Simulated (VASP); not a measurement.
An input for Ansatz (written as the equivalent of a VASP run, and not itself run):

Ansatz 0.2 input:
```yaml
crystal:
  lattice:
    - [0.0000000, 2.4075289, 2.4075289]
    - [2.4075289, 0.0000000, 2.4075289]
    - [2.4075289, 2.4075289, 0.0000000]
  atoms:
    - { symbol: Ru, position: [0.0000000, 0.0000000, 0.0000000] }
    - { symbol: P, position: [0.5000000, 0.5000000, 0.5000000] }
kpoints:
  mp_grid: { grid: [15, 15, 15] }
hamiltonian:
  xc: pbesol
  pseudopotentials: { kind: paw }
scf:
  occupations: { method: tetrahedron }
  max_iter: 100
output: { forces: true, stress: true, eigenvalues: true }
```

### Question
Translate this input to VASP (INCAR, KPOINTS, POSCAR, choice of POTCAR).

### Answer
One answer among several that fit: 
### INCAR
```
SYSTEM = RuP
PREC = Accurate
ENCUT = 400
EDIFF = 1E-7
NELM = 100
ALGO = Normal
LREAL = .FALSE.
LASPH = .TRUE.
ISMEAR = -5
GGA = PS
LMAXMIX = 4
LWAVE = .FALSE.
LCHARG = .TRUE.
LORBIT = 11
NEDOS = 601
ISIF = 2
```

### KPOINTS
```
K-points
0
gamma
 15 15 15
```

**POSCAR**
```
RuP
4.8150580
  0.0000000000   0.4999999720   0.4999999720
  0.4999999720   0.0000000000   0.4999999720
  0.4999999720   0.4999999720   0.0000000000
Ru P
1 1
Direct
  0.0000000000   0.0000000000   0.0000000000
  0.5000000000   0.5000000000   0.5000000000
```

POTCAR, in this order: Ru_pv P (PBE.64 set). Program: vasp_std.

Limits of the translation: each code has its own PAW files, so the cut-off isn't converted (ENCUT is set for VASP's; basis.ecutwfc is left out, and Ansatz then takes the one that its files recommend); Ansatz stops its SCF on the density residual and VASP on the energy change (EDIFF).

The structure was generated: RuP was put into the rock salt type (Fm-3m), which need not be its known phase. It was relaxed first, which changed the volume by -32 %.
